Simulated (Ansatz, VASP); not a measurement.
# Cross-check of Ni (Ni wire along [110], 4 atoms a period) between VASP and Ansatz, part 2 of 2

Aim: how closely do two programs agree when they are given the same cell, functional and k mesh? Of the first pair: The structure shown is the start of the Ansatz relaxation below; VASP solves that cell, so the two are compared at the walk's first step.

VASP 6.6.1 and Ansatz 0.2.0.

So far: Starting point; Ansatz: relaxation, PBE.

**3. VASP: single point, PBE, start cell, pair 1**

Level of this step: PBE, spin-polarised from a ferromagnetic start; plane waves and PAW (Ni) (VASP).

The same cell, functional, mesh and smearing now go to VASP, with its own data sets.

Lines of VASP's logs that name or quote its potential files are left out, and so is its time.

Input file INCAR:

```
SYSTEM = Ni
PREC = Accurate
ENCUT = 520
EDIFF = 1E-06
NELM = 200
ISMEAR = -1
SIGMA = 0.05
LREAL = .FALSE.
ALGO = Normal
GGA = PE
NBANDS = 30
ISPIN = 2
MAGMOM = 0.81 0.81 0.87 0.87
LASPH = .TRUE.
LMAXMIX = 4
LORBIT = 11
LWAVE = .FALSE.
LCHARG = .FALSE.
ISIF = 2
GGA_COMPAT = .FALSE.
KPAR = 2
```

Input file POSCAR:

```
Ni
1.0
   10.3200000000      0.0000000000      0.0000000000
    0.0000000000      9.2890000000      0.0000000000
    0.0000000000      0.0000000000      2.4890160000
Ni
4
Direct
    0.3294573643      0.5000000000      0.0000000000
    0.6705426357      0.5000000000      0.0000000000
    0.5000000000      0.3660234686      0.5000000000
    0.5000000000      0.6339765314      0.5000000000
```

Input file KPOINTS:

```
Automatic mesh
0
Gamma
1 1 33
0 0 0
```

PAW data sets: Ni (PBE family, release 64).

The run is started by

```sh
$ mpirun -np 2 vasp_std
```

Numbers of over 12 decimals in the logs are rounded to 6 here.

The program printed:

```text
[banner, memory and clock lines left out]
running    2 mpi-ranks, on    1 nodes
 distrk:  each k-point on    1 cores,    2 groups
 distr:  one band on    1 cores,    1 groups

 POSCAR found type information on POSCAR Ni
 POSCAR found :  1 types and       4 ions
 LDA part: xc-table for (Slater+PW92), standard interpolation
 POSCAR, INCAR and KPOINTS ok, starting setup
 FFT: planning ... GRIDC
 FFT: planning ... GRID_SOFT
 FFT: planning ... GRID
 WAVECAR not read
 entering main loop
       N       E                     dE             d eps       ncg     rms          rms(c)
DAV:   1     0.228029756248E+03    0.22803E+03   -0.15539E+04  2040   0.116E+03
DAV:   2    -0.890057334446E+01   -0.23693E+03   -0.22432E+03  2082   0.264E+02
DAV:   3    -0.187918448815E+02   -0.98913E+01   -0.96427E+01  2334   0.754E+01
DAV:   4    -0.189258527858E+02   -0.13401E+00   -0.13386E+00  2402   0.984E+00
DAV:   5    -0.189287189974E+02   -0.28662E-02   -0.28662E-02  3058   0.925E-01    0.142E+01
DAV:   6    -0.184400890488E+02    0.48863E+00   -0.28645E+01  2208   0.650E+01    0.153E+01
DAV:   7    -0.170676920714E+02    0.13724E+01   -0.95026E+00  2248   0.501E+01    0.156E+01
DAV:   8    -0.166968481855E+02    0.37084E+00   -0.52682E+00  2570   0.452E+01    0.947E+00
DAV:   9    -0.164752957149E+02    0.22155E+00   -0.10672E+00  2622   0.182E+01    0.223E+00
DAV:  10    -0.164635317158E+02    0.11764E-01   -0.23300E-01  2224   0.443E+00    0.145E+00
DAV:  11    -0.164537453031E+02    0.97864E-02   -0.55252E-02  2356   0.329E+00    0.552E-01
DAV:  12    -0.164510205187E+02    0.27248E-02   -0.95855E-03  2234   0.104E+00    0.393E-01
DAV:  14    -0.164515648408E+02   -0.56484E-03   -0.11593E-03  2082   0.400E-01    0.165E-01
DAV:  15    -0.164518804597E+02   -0.31562E-03   -0.38807E-04  2590   0.331E-01    0.517E-02
DAV:  16    -0.164523753835E+02   -0.49492E-03   -0.26405E-04  2122   0.135E-01    0.381E-02
DAV:  17    -0.164526713127E+02   -0.29593E-03   -0.15659E-04  2130   0.111E-01    0.289E-02
DAV:  18    -0.164527580556E+02   -0.86743E-04   -0.52077E-05  2166   0.567E-02    0.199E-02
DAV:  19    -0.164528102578E+02   -0.52202E-04   -0.90048E-06  2242   0.408E-02    0.120E-02
DAV:  20    -0.164528841803E+02   -0.73922E-04   -0.65815E-06  2130   0.230E-02    0.697E-03
DAV:  21    -0.164529785757E+02   -0.94395E-04   -0.56160E-06  2040   0.233E-02    0.517E-03
DAV:  22    -0.164530240835E+02   -0.45508E-04   -0.36960E-06  1924   0.103E-02    0.363E-03
DAV:  23    -0.164530321270E+02   -0.80435E-05   -0.70463E-07  1626   0.572E-03    0.149E-03
DAV:  24    -0.164530339840E+02   -0.18570E-05   -0.32388E-07  1564   0.379E-03    0.855E-04
DAV:  25    -0.164530343936E+02   -0.40958E-06   -0.12730E-07  1562   0.245E-03
   1 F= -.16453034E+02 E0= -.16415539E+02  d E =-.749911E-01  mag=     3.3537
```

Parts of OUTCAR (step 3):

```text
ion  position               nearest neighbor table
   1  0.329  0.500  0.000-   3 2.49   4 2.49   3 2.49   4 2.49
   2  0.671  0.500  0.000-   3 2.49   4 2.49   3 2.49   4 2.49
   3  0.500  0.366  0.500-   1 2.49   2 2.49   1 2.49   2 2.49   4 2.49
   4  0.500  0.634  0.500-   1 2.49   2 2.49   1 2.49   2 2.49   3 2.49

  LATTYP: Found a simple orthorhombic cell.
 ALAT       =     2.4890160000
 B/A-ratio  =     3.7319969016
 C/A-ratio  =     4.1462168182

 Subroutine GETGRP returns: Found  8 space group operations
 (whereof  8 operations were pure point group operations)

The static configuration has the point symmetry D_2h.

 Found     17 irreducible k-points:

   k-points           NKPTS =     17   k-points in BZ     NKDIM =     17   number of bands    NBANDS=     30

   dimension x,y,z NGX =    80 NGY =   70 NGZ =   20
   dimension x,y,z NGXF=   160 NGYF=  140 NGZF=   40

   ENCUT  =  520.0 eV  38.22 Ry    6.18 a.u.  19.19 17.27  4.63*2*pi/ulx,y,z

   NELECT =      40.0000    total number of electrons

 k-points in reciprocal lattice and weights: Automatic mesh
   0.00000000  0.00000000  0.00000000       0.030
   0.00000000  0.00000000  0.03030303       0.061
   0.00000000  0.00000000  0.06060606       0.061
   0.00000000  0.00000000  0.09090909       0.061
   0.00000000  0.00000000  0.12121212       0.061
   0.00000000  0.00000000  0.15151515       0.061
   0.00000000  0.00000000  0.18181818       0.061
   0.00000000  0.00000000  0.21212121       0.061
   0.00000000  0.00000000  0.24242424       0.061
[...]
0.00000000  0.00000000  0.45454545       0.061
   0.00000000  0.00000000  0.48484848       0.061

 average (electrostatic) potential at core
       1 -92.8001       2 -92.8001       3 -92.9927       4 -92.9927

 E-fermi :  -1.8332

 spin component 1
 k-point     1 :       0.0000    0.0000    0.0000
  band No.  band energies     occupation
    ...
     19      -2.6029      1.00000
     20      -2.5664      1.00000
     21      -2.5256      1.00000
     22      -2.5113      1.00000
     23      -2.4962      1.00000
     24      -1.1424      0.00000
     25      -0.3715      0.00000
     26      -0.2087      0.00000
     27       1.5961      0.00000
     28       2.7636      0.00000
    ...

 k-point     2 :       0.0000    0.0000    0.0303
  band No.  band energies     occupation
    ...
     19      -2.5800      1.00000
     20      -2.5506      1.00000
     21      -2.5397      1.00000
     22      -2.5331      1.00000
     23      -2.5201      1.00000
     24      -1.1072      0.00000
     25      -0.3224      0.00000
     26      -0.1774      0.00000
     27       1.6325      0.00000
     28       2.7863      0.00000
    ...

 k-point     3 :       0.0000    0.0000    0.0606
  band No.  band energies     occupation
    ...
     19      -2.6166      1.00000
     20      -2.6003      1.00000
     21      -2.5817      1.00000
     22      -2.5514      1.00000
     23      -2.4440      1.00000
     24      -1.0091      0.00000
     25      -0.1826      0.00000
     26      -0.0844      0.00000
     27       1.7395      0.00000
     28       2.8540      0.00000
    ...

 k-point     4 :       0.0000    0.0000    0.0909
  band No.  band energies     occupation
    ...
     19      -2.6959      1.00000
     20      -2.6576      1.00000
     21      -2.6350      1.00000
     22      -2.5638      1.00000
     23      -2.3041      0.99992
     24      -0.8626      0.00000
     25       0.0315      0.00000
     26       0.0670      0.00000
     27       1.9124      0.00000
     28       2.9662      0.00000
    ...

 k-point     5 :       0.0000    0.0000    0.1212
  band No.  band energies     occupation
    ...
     19      -2.7210      1.00000
     20      -2.6850      1.00000
     21      -2.6770      1.00000
     22      -2.5320      1.00000
     23      -2.1431      0.99797
     24      -0.6795      0.00000
     25       0.2721      0.00000
     26       0.3037      0.00000
     27       2.1443      0.00000
     28       3.1221      0.00000
    ...

 k-point     6 :       0.0000    0.0000    0.1515
  band No.  band energies     occupation
    ...
     19      -2.7548      1.00000
     20      -2.7204      1.00000
     21      -2.6988      1.00000
     22      -2.4435      0.99999
     23      -1.9631      0.93078
     24      -0.4655      0.00000
     25       0.5254      0.00000
     26       0.6225      0.00000
     27       2.4285      0.00000
     28       3.3211      0.00000
    ...

  Total       -3.1060596     -2.9225432     -5.5227355      0.0000000     -0.0000000      0.0000000
  in kB      -20.8566245    -19.6243449    -37.0841626      0.0000000     -0.0000000      0.0000000
  external PRESSURE =     -25.8550440 kB  Pullay stress =       0.0000000 kB

  energy-cutoff  :      520.00
  volume of cell :      238.60
      direct lattice vectors                 reciprocal lattice vectors
    10.320000000  0.000000000  0.000000000     0.096899225  0.000000000  0.000000000
     0.000000000  9.289000000  0.000000000     0.000000000  0.107654215  0.000000000
     0.000000000  0.000000000  2.489016000     0.000000000  0.000000000  0.401765196

 POSITION                                       TOTAL-FORCE (eV/Angst)
 -----------------------------------------------------------------------------------
      3.40000      4.64450      0.00000         0.908569      0.000000      0.000000
      6.92000      4.64450      0.00000        -0.908569      0.000000      0.000000
      5.16000      3.39999      1.24451         0.000000      1.217811     -0.000000
      5.16000      5.88901      1.24451         0.000000     -1.217811      0.000000
 -----------------------------------------------------------------------------------
    total drift:                               -0.000000      0.000000      0.000000

  FREE ENERGIE OF THE ION-ELECTRON SYSTEM (eV)
  ---------------------------------------------------
  free  energy   TOTEN  =       -16.4530343936 eV

  energy  without entropy=      -16.3780433057  energy(sigma->0) =      -16.41553885

 total charge
# of ion       s       p       d       tot
------------------------------------------
    1        0.471   0.245   8.323   9.038
    2        0.471   0.245   8.323   9.038
    3        0.463   0.298   8.296   9.056
    4        0.463   0.298   8.296   9.056
--------------------------------------------------
tot          1.867   1.085  33.237  36.189

 magnetization (x)
# of ion       s       p       d       tot
------------------------------------------
    1        0.002  -0.012   0.821   0.811
    2        0.002  -0.012   0.821   0.811
    3        0.002  -0.017   0.868   0.853
    4        0.002  -0.017   0.868   0.853
--------------------------------------------------
tot          0.008  -0.057   3.378   3.329

[... 6 further parts left out ...]
```

The magnetic state follows from one typed start and may not be the lowest.

**4. Side by side**

Known differences besides the potentials themselves: VASP starts from the moments at which Ansatz ended; the data sets hold 72 valence electrons in Ansatz (on its PAW soft_1 files) and 40 in VASP; the cutoff is 420 eV in Ansatz and 520 eV in VASP. Total energies have different zeros and are not compared.

Forces (eV/Å; atoms numbered as in POSCAR):

| atom | Ansatz x, y, z | VASP x, y, z |
| --- | --- | --- |
| Ni1 | 0.921, 0.000, 0.000 | 0.909, 0.000, 0.000 |
| Ni2 | -0.921, 0.000, 0.000 | -0.909, 0.000, 0.000 |
| Ni3 | 0.000, 1.228, 0.000 | 0.000, 1.218, 0.000 |
| Ni4 | 0.000, -1.228, 0.000 | 0.000, -1.218, 0.000 |

The forces differ by 6.5 meV/Å r.m.s., which is 1.1 % of the r.m.s. force of 0.620 eV/Å (both taken over all components). Moments aren't recorded for both runs of this pair, so they may hold unlike magnetic states.

**5. Ansatz: relaxation, PBE**

This run makes the geometry at which the two programs are then compared. The cell compared in this pair holds 227.57 Å³, against 238.60 Å³ for the pair before.

The structure compared here is the end of the Ansatz relaxation.

Input file input.yaml:

```yaml
crystal:
  lattice:
    - [10.32, 0.0, 0.0]
    - [0.0, 9.289, 0.0]
    - [0.0, 0.0, 2.4890158698]
  atoms:
    - { symbol: Ni, position: [0.329457364, 0.500000854, 0.0], spin: 0.8 }
    - { symbol: Ni, position: [0.670542636, 0.500000854, 0.0], spin: 0.8 }
    - { symbol: Ni, position: [0.5, 0.36602433, 0.5], spin: 0.8 }
    - { symbol: Ni, position: [0.5, 0.633977379, 0.5], spin: 0.8 }
magnetization:
  spin_polarized: true
kpoints:
  mp_grid: { grid: [1, 1, 33] }
scf:
  occupations: { method: fermi_dirac, width: 0.05 }
hamiltonian:
  xc: pbe
  pseudopotentials: { kind: paw, azcp: { folder: soft_1 } }
relax:
  cell: { fix: [a, b, alpha, beta, gamma] }
  max_steps: 45
  f_tol: 0.03
```

The run is started by

```sh
$ ansatz run input.yaml --threads 4 --pin off --max-ram 16384MiB --backend cpu --events-out ev --progress --plain --runs-dir out
```

The program printed:

```text
[...]
Crystal: 4 atoms, lattice volume = 238.603 Å³
Basis set: ecut = 420 eV, 4661 PW (Γ), exchange–correlation on 144×128×36 points (8 copies of the dense FFT grid, shifted against one another)
Bands: 46, of which v1, the nominal top of the filled ones, is band 36 counted from 1 (35 counted from 0)
Symmetry: 8 space group operations
[...]
cell:  # Å, volume = 227.5671 Å³
    - [10.32, 0, 0]
    - [0, 9.289, 0]
    - [0, 0, 2.373891]
  atoms:
    - { symbol: Ni, position: [0.332255, 0.5, -6.439928906840732e-19] }
    - { symbol: Ni, position: [0.667745, 0.5, 6.439928906840732e-19] }
    - { symbol: Ni, position: [0.5, 0.375703, 0.500000] }
    - { symbol: Ni, position: [0.5, 0.624297, 0.500000] }
[key lines of the parts left out:]
SCF converged after 11 iterations
Magnetization: 3.3093 μB (37.6547 up, 34.3453 down)
Free energy (F): -23353.702875 eV
Fermi energy:    -0.116901 eV
P = ⅓ Tr σ = 0.0446 GPa (0.446 kbar)
```

**6. VASP: single point, PBE, relaxed cell, pair 2**

The same cell, functional, mesh and smearing now go to VASP, with its own data sets.

Changes to INCAR since step 3:

```diff
@@ -2,3 +2,3 @@
 PREC = Accurate
-ENCUT = 520
+ENCUT = 600
 EDIFF = 1E-06
```

Input file POSCAR:

```
Ni
1.0
   10.3200000000      0.0000000000      0.0000000000
    0.0000000000      9.2890000000      0.0000000000
    0.0000000000      0.0000000000      2.3738912574
Ni
4
Direct
    0.3322553711      0.5000000000      0.0000000000
    0.6677446289      0.5000000000      0.0000000000
    0.5000000000      0.3757034954      0.5000000000
    0.5000000000      0.6242965046      0.5000000000
```

KPOINTS is that of step 3.

The run is started by

```sh
$ mpirun -np 2 vasp_std
```

The program printed:

```text
[... set-up lines as in an earlier step ...]
 entering main loop
       N       E                     dE             d eps       ncg     rms          rms(c)
DAV:   1     0.248465925517E+03    0.24847E+03   -0.16958E+04  2040   0.130E+03
DAV:   2    -0.755789331921E+01   -0.25602E+03   -0.24181E+03  2064   0.279E+02
DAV:   3    -0.191819394961E+02   -0.11624E+02   -0.11310E+02  2328   0.843E+01
DAV:   4    -0.193455666327E+02   -0.16363E+00   -0.16349E+00  2372   0.111E+01
[...]
DAV:  23    -0.167391407690E+02   -0.70065E-05   -0.95807E-07  1706   0.895E-03    0.259E-03
DAV:  24    -0.167391427666E+02   -0.19976E-05   -0.42261E-07  1518   0.613E-03    0.881E-04
DAV:  25    -0.167391429850E+02   -0.21842E-06   -0.13276E-07  1604   0.328E-03
   1 F= -.16739143E+02 E0= -.16707813E+02  d E =-.626599E-01  mag=     3.2750
```

Parts of OUTCAR (step 6):

```text
  Total        0.1002456      0.0824349      0.0658259      0.0000000      0.0000000      0.0000000
  in kB        0.7057753      0.5803799      0.4634449      0.0000000      0.0000000      0.0000000
  external PRESSURE =       0.5832000 kB  Pullay stress =       0.0000000 kB

 POSITION                                       TOTAL-FORCE (eV/Angst)
 -----------------------------------------------------------------------------------
      3.42888      4.64450      0.00000        -0.015310     -0.000000      0.000000
      6.89112      4.64450      0.00000         0.015310      0.000000     -0.000000
      5.16000      3.48991      1.18695         0.000000     -0.003831      0.000000
      5.16000      5.79909      1.18695         0.000000      0.003831     -0.000000
 -----------------------------------------------------------------------------------
    total drift:                                0.000000     -0.000000     -0.000000

  FREE ENERGIE OF THE ION-ELECTRON SYSTEM (eV)
  ---------------------------------------------------
  free  energy   TOTEN  =       -16.7391429850 eV

  energy  without entropy=      -16.6764831072  energy(sigma->0) =      -16.70781305

 magnetization (x)
# of ion       s       p       d       tot
------------------------------------------
    1        0.001  -0.012   0.797   0.786
    2        0.001  -0.012   0.797   0.786
    3       -0.001  -0.018   0.849   0.830
    4       -0.001  -0.018   0.849   0.830
--------------------------------------------------
tot          0.001  -0.061   3.291   3.232

[... 1 part as in an earlier step ...]

[... 2 further parts left out ...]
[key lines of the parts left out:]
E-fermi :  -1.7467
```

**7. Side by side**

What differs besides the data sets and the points named for the pairs above, as far as they apply: the data sets hold 72 valence electrons in Ansatz (on its PAW soft_1 files) and 40 in VASP; the cutoff is 420 eV in Ansatz and 600 eV in VASP; Ansatz's pressure holds a Pulay correction, VASP's none; site moments are counted in spheres of each program's own size. Total energies have different zeros and are not compared.

The two programs side by side:

| quantity | Ansatz | VASP | difference |
| --- | --- | --- | --- |
| pressure (GPa) | 0.04 | 0.06 | -0.01 |
| total moment (μB) | 3.31 | 3.27 | +0.03 |
| moment on Ni4 (μB) | 0.87 | 0.83 | +0.04 |
| moment on Ni3 (μB) | 0.87 | 0.83 | +0.04 |
| moment on Ni2 (μB) | 0.81 | 0.79 | +0.03 |
| moment on Ni1 (μB) | 0.81 | 0.79 | +0.03 |

At this near-relaxed geometry the largest component of a force difference is 15 meV/Å.

**8. Outcome**

| Quantity | Value |
| --- | --- |
| r.m.s. force difference (single point, PBE, start cell, pair 1) | 1.1 % of the r.m.s. force |
| difference in total moment (single point, PBE, relaxed cell, pair 2) | 0.034 μB |
| r.m.s. force difference (single point, PBE, relaxed cell, pair 2) | 6.2 meV/Å |

The r.m.s. force difference is 6.2 meV/Å (single point, PBE, relaxed cell, pair 2), within the 12 meV/Å picked in this series as the mark of a large difference. The data sets hold unlike numbers of valence electrons (72 in Ansatz and 40 in VASP), so part of the differences comes from the potentials. How closely two codes agree says nothing of how well the functional describes the real material.

[Lines on the potential files, build, host, timing and source positions are cut from VASP's logs without a mark.]

[Logs are printed without paths, hosts, clocks, repeated set-up lines and the standing remarks that a program may print on its own settings, such as how far it seeks lower states.]

[Hosts, paths, dates, database ids (printed as entryN), source tags and the programs' standing remarks are cut or masked in the printed files.]
